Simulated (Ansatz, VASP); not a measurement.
# Cross-check of H15C19 (amorphous poly(p-phenylene) at 300 K) between VASP and Ansatz

One calculation is typed for both programs; each brings its own data sets. How far apart do they land? Of the first pair: The structure shown is the start of the Ansatz relaxation below; VASP solves that cell, so the two are compared at the walk's first step.

Program: Ansatz 0.2.0. Level of theory: plane waves, with VASP 6.6.1 beside it; single point at PBE with D3(BJ). Results are calculated unless marked as measured.

## (1) The structure

The cell holds 204 atoms: 114 C and 90 H. Its edges and angles: a = 12.860 Å, b = 12.860 Å, c = 12.860 Å, α = 90.0°, β = 90.0°, γ = 90.0°. As first built, before any earlier steps moved the atoms (in the runner's words): 3 poly(p-phenylene) chains of 6 units placed at random, at 1.14 g/cm^3; overlaps pushed apart, then 20 ps at 800 K with MMFF94 bonds, angles, torsions, charges and radii (Halgren, J. Comput. Chem. 17, 490 (1996)) in harmonic and 12-6 forms; charges of ions scaled by 0.8. Snapshot after 30 ps at 300 K and fixed volume. The cell carries charge +1.

## (2) Ansatz: relaxation, PBE with D3(BJ)

Ansatz runs on its default PAW (the set named soft_2) files.

The two programs are compared at the cell with which this relaxation starts, whose forces are those of its first step.

input.yaml

```yaml
crystal:
  lattice:
    - [12.85967, 0.0, 0.0]
    - [0.0, 12.85967, 0.0]
    - [0.0, 0.0, 12.85967]
  atoms:
    - { symbol: C, position: [0.35182, 0.25732, 0.267] }
    - { symbol: C, position: [0.32989, 0.15549, 0.21492] }
    - { symbol: C, position: [0.23917, 0.09954, 0.23785] }
    - { symbol: C, position: [0.222, 0.0017, 0.19495] }
    - { symbol: C, position: [0.29491, 0.95673, 0.12725] }
    - { symbol: C, position: [0.38467, 0.01377, 0.1028] }
    - { symbol: C, position: [0.4016, 0.11146, 0.14595] }
    - { symbol: C, position: [0.27889, 0.85248, 0.0824] }
    - { symbol: C, position: [0.18022, 0.81766, 0.05129] }
    - { symbol: C, position: [0.16636, 0.71899, 0.00844] }
    - { symbol: C, position: [0.25095, 0.65144, 0.99654] }
    - { symbol: C, position: [0.34975, 0.68689, 0.02616] }
    - { symbol: C, position: [0.36365, 0.78531, 0.06814] }
    - { symbol: C, position: [0.2428, 0.54268, 0.9581] }
    - { symbol: C, position: [0.25683, 0.46078, 0.02874] }
    - { symbol: C, position: [0.26526, 0.35858, 0.99441] }
    - { symbol: C, position: [0.2604, 0.33495, 0.88801] }
    - { symbol: C, position: [0.24195, 0.4162, 0.81769] }
    - { symbol: C, position: [0.23231, 0.5185, 0.8524] }
    - { symbol: C, position: [0.27939, 0.22662, 0.85416] }
    - { symbol: C, position: [0.22302, 0.14396, 0.89742] }
    - { symbol: C, position: [0.24732, 0.04148, 0.8727] }
    - { symbol: C, position: [0.33171, 0.01856, 0.80773] }
    - { symbol: C, position: [0.38688, 0.10109, 0.76237] }
    - { symbol: C, position: [0.35971, 0.20376, 0.78389] }
    - { symbol: C, position: [0.36352, 0.90959, 0.78885] }
    - { symbol: C, position: [0.29627, 0.83973, 0.73937] }
    - { symbol: C, position: [0.32946, 0.74006, 0.71363] }
    - { symbol: C, position: [0.4287, 0.70529, 0.74213] }
    - { symbol: C, position: [0.49403, 0.77337, 0.79689] }
[... 168 atom lines left out ...]
    - { symbol: H, position: [0.57794, 0.38356, 0.3416] }
    - { symbol: H, position: [0.59715, 0.6341, 0.12048] }
    - { symbol: H, position: [0.78342, 0.65451, 0.16005] }
    - { symbol: H, position: [0.44118, 0.44903, 0.14351] }
    - { symbol: H, position: [0.4165, 0.47129, 0.27707] }
    - { symbol: H, position: [0.42606, 0.57742, 0.18932] }
total_charge: 1
kpoints:
  mp_grid: { grid: [1, 1, 1] }
hamiltonian:
  xc: pbe
  dispersion: d3bj
scf:
  occupations: { method: fermi_dirac, width: 0.01 }
  lower_state_search: "off"
output:
  forces: true
magnetization:
  spin_polarized: true
  initial_magnetization: 1
relax:
  f_tol: 0.05
  max_steps: 90
```

Launch:

```sh
ansatz run input.yaml --threads 4 --pin off --max-ram 8192MiB --backend cpu --events-out ev --progress --plain --runs-dir out
```

Numbers of over 12 decimals in the logs are rounded to 6 here.

The log of the run:

```text
Engine: ansatz 0.2.0, aarch64-unknown-linux-gnu
Pseudopotentials: kind: paw
Pseudopotential: C, paw, valence charge 4, recommended cutoff 420 eV (normal), C.paw.azcp
Pseudopotential: H, paw, valence charge 1, recommended cutoff 420 eV (normal), H.paw.azcp
Functional definition: PBE
  parameter kappa = 0.804
  parameter beta = 0.066725
  exchange = pbe_x(kappa = kappa, mu = beta*pi^2/3)
  correlation = pbe_c(beta = beta)
Crystal: 204 atoms, lattice volume = 2126.618 Å³
Basis set: ecut = 420 eV, 41755 PW (Γ), exchange–correlation on 180×180×180 points (8 copies of the dense FFT grid, shifted against one another)
Bands: 477, of which v1, the nominal top of the filled ones, is band 273 counted from 1 (272 counted from 0)
Symmetry: 1 space group operations
Space group: P1 (ITA 1), of the structure as read, at distance tolerance 1.3e-4 Å
Magnetic group: BNS 1.1 (UNI 1), of the structure as read, at distance tolerance 1.3e-4 Å
k-points: 1
Non-local potential: C, projectors of the file, l = 0: 2, l = 1: 2, l = 2: 1
Non-local potential: H, projectors of the file, l = 0: 2, l = 1: 1
PAW form: soft (Blöchl's): semilocal exchange-correlation on the pseudo side does not see the compensation charge
PAW one-centre angular grid: C, 110 points (default); XC on 64 Gauss nodes
PAW one-centre angular grid: H, 110 points (default); XC on 64 Gauss nodes
Initial density: superposition of atomic densities (chi_scale 0.1, normalization cell)
Starting moments: Σ|m| = 1 μB on 204 of 204 sites
Initial wavefunctions: pseudopotential atomic-orbital guess
Functional: x = pbe(κ = 0.804, μ = 0.219515), c = pbe(β = 0.066725)
SCF iter   1: F=—  HF=-30169.743469 eV  |F-HF|=—  |Δ(HF+E_count)|=         —  Δρ=5.85e-2 (↑5.83e-2 ↓5.85e-2)  dr2=3.15e2  dr2_m=2.78e-2  M=1.000 μB ∫|m|=1.029 μB  β_m=1.00  ethr=3.10e-3  ⟨swp⟩=5.0  Hψ=3853  notcnv=0  defer=300
preconditioner: auto → Resta (q_TF=auto, 2.174 Å⁻¹)  ε∞=2.3  [insulator: Δε(μ)=0.094 eV  Ē_g=16.519 eV  σ=0.010 eV  W_gap=0.98  n_scr=364 (ndim 8)  ℏωp=18.8 eV  f_vac=0.080  D(μ)=1.75/eV (n_scr^D=0)  ε∞_Penn≈2.3]
spin=Collinear: Resta preconditioning applied to the charge; magnetization (m = ρ↑ − ρ↓) channel mixes plain (no charge-response kernel on spin).
SCF iter   2: F=—  HF=-30099.404740 eV  |F-HF|=—  |Δ(HF+E_count)|=         —  Δρ=3.82e-2 (↑3.80e-2 ↓3.82e-2)  dr2=1.27e2  dr2_m=2.09e-2  M=0.225 μB ∫|m|=0.380 μB  β_m=0.30  ethr=3.10e-3  ⟨swp⟩=2.0  Hψ=1652  notcnv=0  defer=396
Mixer restart at iter 2: flushing history
preconditioner: auto → Kerker (q_TF=auto, 2.174 Å⁻¹)  [metal: Δε(μ)=0.009 eV  Ē_g=15.978 eV  σ=0.010 eV  W_gap=0.22  n_scr=364 (ndim 8)  ℏωp=18.8 eV  f_vac=0.086  D(μ)=47.88/eV (n_scr^D=304)]
spin=Collinear: Kerker preconditioning applied to the charge; magnetization (m = ρ↑ − ρ↓) channel mixes plain (no charge-response kernel on spin).
SCF iter   3: F=—  HF=-30079.904176 eV  |F-HF|=—  |Δ(HF+E_count)|=    1.95e1  Δρ=2.79e-2 (↑2.79e-2 ↓2.79e-2)  dr2=7.33e1  dr2_m=1.13e-3  M=0.855 μB ∫|m|=0.912 μB  β_m=0.30  ethr=3.10e-3  ⟨swp⟩=2.0  Hψ=866  notcnv=0  defer=396
SCF iter   4: F=—  HF=-30052.415647 eV  |F-HF|=—  |Δ(HF+E_count)|=    2.75e1  Δρ=6.93e-3 (↑6.70e-3 ↓6.93e-3)  dr2=5.94e0  dr2_m=1.08e-2  M=0.582 μB ∫|m|=0.683 μB  β_m=0.30  ethr=3.10e-3  ⟨swp⟩=2.5  Hψ=1656  notcnv=0  defer=397
SCF iter   5: F=—  HF=-30052.327406 eV  |F-HF|=—  |Δ(HF+E_count)|=   8.82e-2  Δρ=5.55e-3 (↑5.55e-3 ↓5.53e-3)  dr2=3.72e0  dr2_m=1.06e-3  M=0.912 μB ∫|m|=0.971 μB  β_m=0.30  ethr=1.09e-3  ⟨swp⟩=2.0  Hψ=559  notcnv=0  defer=397
SCF iter   6: F=—  HF=-30052.869435 eV  |F-HF|=—  |Δ(HF+E_count)|=   5.42e-1  Δρ=2.18e-3 (↑2.18e-3 ↓2.17e-3)  dr2=1.12e0  dr2_m=9.54e-4  M=0.952 μB ∫|m|=1.019 μB  β_m=0.30  ethr=6.82e-4  ⟨swp⟩=3.5  Hψ=1298  notcnv=0  defer=397
Mixer restart at iter 6: flushing history
spin-set hold released at iteration 6 (site moments contracting): the magnetisation degrees of freedom join the quasi-Newton model from the next iteration; the mixer history was flushed
SCF iter   7: F=—  HF=-30052.936897 eV  |F-HF|=—  |Δ(HF+E_count)|=   6.75e-2  Δρ=1.65e-3 (↑1.65e-3 ↓1.61e-3)  dr2=8.60e-1  dr2_m=5.96e-4  M=0.951 μB ∫|m|=1.023 μB  β_m=0.53  ethr=2.06e-4  ⟨swp⟩=1.5  Hψ=558  notcnv=0  defer=397
preconditioner: auto → Resta (q_TF=auto, 2.174 Å⁻¹)  ε∞=2.5  [insulator: Δε(μ)=0.043 eV  Ē_g=15.168 eV  σ=0.010 eV  W_gap=0.79  n_scr=364 (ndim 8)  ℏωp=18.8 eV  f_vac=0.155  D(μ)=21.08/eV (n_scr^D=80)  ε∞_Penn≈2.5]
spin=Collinear: Resta preconditioning applied to the charge; magnetization (m = ρ↑ − ρ↓) channel mixes plain (no charge-response kernel on spin).
SCF iter   8: F=—  HF=-30053.222388 eV  |F-HF|=—  |Δ(HF+E_count)|=   2.85e-1  Δρ=2.38e-3 (↑9.59e-4 ↓2.38e-3)  dr2=8.83e-1  dr2_m=1.77e-2  M=0.931 μB ∫|m|=1.079 μB  β_m=0.55  ethr=1.58e-4  ⟨swp⟩=6.0  Hψ=937  notcnv=0  defer=397
[...]
- { symbol: C, position: [0.718881, 0.089157, 0.966372] }
    - { symbol: C, position: [0.699658, 0.020502, 0.047364] }
    - { symbol: C, position: [0.844247, 0.164679, 0.837209] }
    - { symbol: C, position: [0.776024, 0.238655, 0.794259] }
    - { symbol: C, position: [0.813440, 0.322427, 0.737227] }
    - { symbol: C, position: [0.920346, 0.336872, 0.721274] }
    - { symbol: C, position: [0.988689, 0.264033, 0.765306] }
    - { symbol: C, position: [0.951647, 0.179606, 0.821180] }
    - { symbol: C, position: [0.961093, 0.426010, 0.658459] }
    - { symbol: H, position: [0.884817, 0.081682, 0.206295] }
    - { symbol: H, position: [0.00391911, 0.132593, 0.253428] }
    - { symbol: H, position: [1.000341, 0.071112, 0.130793] }
    - { symbol: H, position: [0.092798, 0.250840, 0.086248] }
    - { symbol: H, position: [0.056234, 0.408052, 0.986889] }
    - { symbol: H, position: [0.732684, 0.387553, 0.075976] }
    - { symbol: H, position: [0.769537, 0.224484, 0.166612] }
    - { symbol: H, position: [0.699990, 0.480055, 0.954391] }
    - { symbol: H, position: [0.666223, 0.602809, 0.815558] }
    - { symbol: H, position: [0.993686, 0.672292, 0.794697] }
    - { symbol: H, position: [0.027913, 0.547542, 0.932524] }
    - { symbol: H, position: [0.937822, 0.807043, 0.702071] }
    - { symbol: H, position: [0.914670, 0.877224, 0.525489] }
    - { symbol: H, position: [0.650731, 0.676465, 0.478876] }
    - { symbol: H, position: [0.673530, 0.605606, 0.653386] }
    - { symbol: H, position: [0.942820, 0.814336, 0.357255] }
    - { symbol: H, position: [0.935746, 0.875427, 0.177013] }
    - { symbol: H, position: [0.600548, 0.887658, 0.193835] }
    - { symbol: H, position: [0.608078, 0.821451, 0.372883] }
    - { symbol: H, position: [0.900893, 0.853088, 0.0087377] }
    - { symbol: H, position: [0.934547, 0.974548, 0.865169] }
    - { symbol: H, position: [0.668732, 0.156817, 0.957057] }
    - { symbol: H, position: [0.634920, 0.035399, 0.100091] }
    - { symbol: H, position: [0.692429, 0.229401, 0.804940] }
[...]
- { symbol: C, position: [0.296026, 0.413941, 0.491728] }
    - { symbol: C, position: [0.203218, 0.345526, 0.477840] }
    - { symbol: C, position: [0.125071, 0.370947, 0.406207] }
    - { symbol: C, position: [0.033767, 0.313870, 0.401240] }
    - { symbol: C, position: [0.016697, 0.228296, 0.467883] }
    - { symbol: C, position: [0.099391, 0.197698, 0.532944] }
    - { symbol: C, position: [0.190446, 0.255437, 0.538029] }
    - { symbol: C, position: [0.914185, 0.179062, 0.474782] }
    - { symbol: C, position: [0.837415, 0.196130, 0.398381] }
    - { symbol: C, position: [0.739873, 0.151951, 0.406125] }
    - { symbol: C, position: [0.712000, 0.089613, 0.491996] }
    - { symbol: C, position: [0.787797, 0.074579, 0.569727] }
    - { symbol: C, position: [0.886126, 0.117111, 0.560864] }
    - { symbol: C, position: [0.610545, 0.038412, 0.495900] }
    - { symbol: C, position: [0.595879, 0.947895, 0.555841] }
[...]
- { symbol: C, position: [0.011903, 0.616810, 0.444673] }
    - { symbol: C, position: [0.788127, 0.534798, 0.275900] }
    - { symbol: C, position: [0.727791, 0.459876, 0.327320] }
    - { symbol: C, position: [0.623214, 0.446876, 0.302408] }
    - { symbol: C, position: [0.574605, 0.509998, 0.227924] }
    - { symbol: C, position: [0.635875, 0.582713, 0.174776] }
    - { symbol: C, position: [0.740868, 0.594345, 0.197516] }
    - { symbol: C, position: [0.460286, 0.502236, 0.206274] }
[...]
- { symbol: H, position: [0.027073, 0.629506, 0.527095] }
    - { symbol: H, position: [0.763105, 0.411425, 0.387345] }
    - { symbol: H, position: [0.577725, 0.387699, 0.342914] }
    - { symbol: H, position: [0.599997, 0.633228, 0.116723] }
    - { symbol: H, position: [0.786046, 0.654130, 0.157987] }
    - { symbol: H, position: [0.444017, 0.451509, 0.139358] }
    - { symbol: H, position: [0.417761, 0.470588, 0.273085] }
    - { symbol: H, position: [0.427514, 0.578726, 0.187662] }
```

In the SCF lines HF is the Harris–Foulkes energy and dr2 the Hartree energy of the density residual, in eV; the loop may stop once dr2 is under the threshold and the program's other checks hold. Hψ counts applications of the Hamiltonian.

## (3) VASP: single point, PBE with D3(BJ), start cell, pair 1

The same cell, functional, mesh and smearing now go to VASP, with its own data sets.

Lines of VASP's logs that name or quote its potential files are left out, and so is its time.

INCAR

```
SYSTEM = H15C19
PREC = Accurate
ENCUT = 520
EDIFF = 1E-06
NELM = 200
ISMEAR = -1
SIGMA = 0.01
LREAL = Auto
ALGO = Normal
GGA = PE
IVDW = 12
NELECT = 545
NBANDS = 415
ISPIN = 2
MAGMOM = 0 0 0 -0 0 0 0 -0 0 -0 -0 0 0 0 0 -0 0 0 0 0 -0 -0 -0 0 0 0 0 0 0 -0 0 0 0 -0 0 0 -0 0 -0 0.02 -0 0 0.01 0 -0 0.02 0 0 0.01 0 0 0.02 0 0 0.02 0 0 0.01 0 0 0.01 0 0 0.01 0 0 0.01 0 0 0.01 0 -0 0.01 0 0 0 -0 0.01 -0 0 0 0 -0 0.02 0 0 0.01 0 0 0.01 0 -0 0.01 0 0 0 0 0 0 0 0 0 0 -0 0 0 0 0 0 0 0 -0 0 0 0 0 0 0 0 0 0 -0 -0 -0 -0 0 0 0 0 -0 -0 0 -0 0 -0 -0 -0 -0 -0 -0 0 0 0 -0 0 0 0 0 -0 -0 -0 -0 -0 -0 -0 -0 -0 -0 -0 -0 0 -0 -0 -0 -0 -0 -0 -0 -0 -0 -0 0 0 0 0 0 0 0 -0 -0 0 -0 -0 -0 -0 -0 0 -0 -0 -0 0 0 -0 -0 0 0 -0 -0 0 0 0 0 0 0
LORBIT = 11
LWAVE = .FALSE.
LCHARG = .FALSE.
ISIF = 2
LASPH = .TRUE.
GGA_COMPAT = .FALSE.
```

POSCAR

```
H15C19
1.0
   12.8596700000      0.0000000000      0.0000000000
    0.0000000000     12.8596700000      0.0000000000
    0.0000000000      0.0000000000     12.8596700000
C H
114 90
Direct
    0.3518208477      0.2573160898      0.2669975202
    0.3298918246      0.1554938813      0.2149199785
    0.2391663239      0.0995437675      0.2378521377
    0.2219963654      0.0017029986      0.1949505703
    0.2949064789      0.9567275054      0.1272505438
    0.3846677248      0.0137717375      0.1028020159
    0.4015966195      0.1114569814      0.1459524234
    0.2788874054      0.8524791072      0.0823971377
    0.1802223541      0.8176570627      0.0512921405
    0.1663573015      0.7189920115      0.0084372305
    0.2509473416      0.6514397337      0.9965419019
    0.3497523653      0.6868916543      0.0261593027
    0.3636485229      0.7853078656      0.0681432727
    0.2427978323      0.5426811108      0.9580961253
    0.2568261861      0.4607816530      0.0287410175
    0.2652634166      0.3585784083      0.9944112096
    0.2604032607      0.3349463866      0.8880087903
    0.2419502211      0.4162004157      0.8176881677
    0.2323076720      0.5184969754      0.8524013447
    0.2793928616      0.2266232337      0.8541587770
    0.2230228303      0.1439617035      0.8974180519
    0.2473236094      0.0414785138      0.8726973554
    0.3317114669      0.0185619071      0.8077267924
    0.3868761796      0.1010912411      0.7623679301
    0.3597137407      0.2037610607      0.7838925882
    0.3635163266      0.9095878821      0.7888538353
    0.2962673226      0.8397338345      0.7393735609
    0.3294563546      0.7400578708      0.7136263994
    0.4286968484      0.7052902602      0.7421263532
    0.4940328951      0.7733713229      0.7968867008
[... 168 atom lines left out ...]
    0.5779386252      0.3835634974      0.3416028561
    0.5971537372      0.6340986977      0.1204774306
    0.7834182370      0.6545113522      0.1600507634
    0.4411777285      0.4490317403      0.1435106811
    0.4165036894      0.4712873658      0.2770677630
    0.4260606998      0.5774176165      0.1893205658
```

KPOINTS

```
Automatic mesh
0
Gamma
1 1 1
0 0 0
```

PAW data sets: C and H (PBE family, release 64).

Launch:

```sh
export OMP_NUM_THREADS=3
mpirun -np 1 vasp_gam
```

The log of the run:

```text
[banner, memory and clock lines left out]
running    1 mpi-ranks, on    1 nodes
[...]
Offloading initialized ...    1 GPUs detected
[...]
LDA part: xc-table for (Slater+PW92), standard interpolation
 POSCAR, INCAR and KPOINTS ok, starting setup
[...]
entering main loop
       N       E                     dE             d eps       ncg     rms          rms(c)
DAV:   1     0.362083035536E+04    0.36208E+04   -0.28123E+05  1684   0.122E+03
DAV:   2    -0.103582243727E+04   -0.46567E+04   -0.43806E+04  2074   0.283E+02
DAV:   3    -0.146763255118E+04   -0.43181E+03   -0.42673E+03  2064   0.870E+01
DAV:   4    -0.147920388093E+04   -0.11571E+02   -0.11529E+02  2088   0.161E+01
DAV:   5    -0.147956607022E+04   -0.36219E+00   -0.36190E+00  2208   0.269E+00BRMIX: very serious problems
 the old and the new charge density differ
 old charge density:   546.00000 new  545.00000
    0.585E+01
DAV:   6    -0.138167747327E+04    0.97889E+02   -0.11997E+02  1896   0.137E+01    0.321E+01
DAV:   7    -0.135813064100E+04    0.23547E+02   -0.69441E+01  2016   0.110E+01    0.125E+01
DAV:   8    -0.135735235800E+04    0.77828E+00   -0.46865E+00  1984   0.363E+00    0.450E+00
DAV:   9    -0.135738703789E+04   -0.34680E-01   -0.11478E+00  1936   0.172E+00    0.122E+00
[...]
DAV:  20    -0.135742733453E+04    0.14339E-05   -0.15924E-05  1952   0.663E-03    0.137E-02
DAV:  21    -0.135742733146E+04    0.30659E-05   -0.31184E-06  1632   0.372E-03    0.715E-03
DAV:  22    -0.135742733081E+04    0.65419E-06   -0.21617E-06  1488   0.292E-03
   1 F= -.13724965E+04 E0= -.13724929E+04  d E =-.729266E-02  mag=    -0.9935
```

From OUTCAR (step 3):

```text
 magnetization (x)
# of ion       s       p       d       tot
------------------------------------------
    1       -0.000  -0.000   0.000  -0.000
    2       -0.000  -0.000   0.000  -0.000
    3       -0.000  -0.000   0.000  -0.000
    4        0.000  -0.000   0.000   0.000
    5       -0.000  -0.000   0.000  -0.000
    6       -0.000  -0.000   0.000  -0.000
[...]
202       -0.001  -0.000   0.000  -0.001
  203       -0.000  -0.000   0.000  -0.000
  204       -0.000  -0.000   0.000  -0.000
--------------------------------------------------
tot         -0.026  -0.506   0.000  -0.532
```

The run ends at a pressure of 0.00 GPa, with forces up to 0.40 eV/Å.

## (4) Comparison

Known differences besides the potentials themselves: VASP starts from the moments at which Ansatz ended; the cutoff is 420 eV in Ansatz and 520 eV in VASP (PREC = Accurate, projectors in real space). Total energies have different zeros and are not compared.

Forces on 10 of the 204 atoms, those with the largest forces and the largest differences (eV/Å; atoms numbered as in POSCAR):

| atom | Ansatz x, y, z | VASP x, y, z |
| --- | --- | --- |
| C24 | -0.011, 0.003, 0.009 | 0.020, -0.016, -0.011 |
| C51 | 0.166, 0.140, -0.169 | 0.199, 0.124, -0.144 |
| C52 | 0.048, -0.184, 0.252 | 0.046, -0.196, 0.272 |
| C53 | 0.158, 0.185, -0.179 | 0.173, 0.198, -0.162 |
| C84 | 0.335, 0.173, -0.012 | 0.352, 0.181, -0.014 |
| C86 | 0.147, 0.191, -0.192 | 0.128, 0.200, -0.222 |
| C87 | -0.321, -0.175, 0.012 | -0.337, -0.185, 0.013 |
| C88 | 0.260, -0.003, 0.161 | 0.264, -0.016, 0.177 |
| C89 | -0.152, -0.182, 0.184 | -0.141, -0.192, 0.206 |
| C109 | -0.044, -0.017, 0.016 | -0.033, -0.040, 0.046 |

The forces differ by 14 meV/Å r.m.s., which is 18.1 % of the r.m.s. force of 0.076 eV/Å (both taken over all components). Moments aren't recorded for both runs of this pair, so they may hold unlike magnetic states. The cell carries a charge of +1 e against a uniform background, so its pressure also hangs on how the neutralising background is counted, and in a defect's cell a gap may be the spacing between its levels.

## (5) Ansatz: relaxation, PBE with D3(BJ)

This run makes the geometry at which the two programs are then compared.

The structure compared here is the end of the Ansatz relaxation.

input.yaml is that of step 2.

Launch:

```sh
ansatz run input.yaml --threads 4 --pin off --max-ram 8192MiB --backend cpu --events-out ev --progress --plain --runs-dir out
```

The log of the run:

```text
[...]
Crystal: 204 atoms, lattice volume = 2126.618 Å³
Basis set: ecut = 420 eV, 41755 PW (Γ), exchange–correlation on 180×180×180 points (8 copies of the dense FFT grid, shifted against one another)
Bands: 477, of which v1, the nominal top of the filled ones, is band 273 counted from 1 (272 counted from 0)
Symmetry: 1 space group operations
[...]
k-points: 1
[...]
Starting moments: Σ|m| = 1 μB on 204 of 204 sites
[...]
- { symbol: H, position: [0.769537, 0.224484, 0.166612] }
    - { symbol: H, position: [0.699990, 0.480055, 0.954391] }
[...]
- { symbol: C, position: [0.574605, 0.509998, 0.227924] }
    - { symbol: C, position: [0.635875, 0.582713, 0.174776] }
    - { symbol: C, position: [0.740868, 0.594345, 0.197516] }
    - { symbol: C, position: [0.460286, 0.502236, 0.206274] }
[...]
- { symbol: H, position: [0.786046, 0.654130, 0.157987] }
    - { symbol: H, position: [0.444017, 0.451509, 0.139358] }
    - { symbol: H, position: [0.417761, 0.470588, 0.273085] }
    - { symbol: H, position: [0.427514, 0.578726, 0.187662] }
```

[end of part 1 of 2]

[Lines on the potential files, build, host, timing and source positions are cut from VASP's logs without a mark.]

[Logs are printed without paths, hosts, clocks, repeated set-up lines and the standing remarks that a program may print on its own settings, such as how far it seeks lower states.]

[Hosts, paths, dates, database ids (printed as entryN), source tags and the programs' standing remarks are cut or masked in the printed files.]

[The MMFF94 radii named for the starting cell were scaled by 0.96; in molecules described by MMFF94, hydrogen bound to N, O or S took a small fixed 12-6 site in their place.]
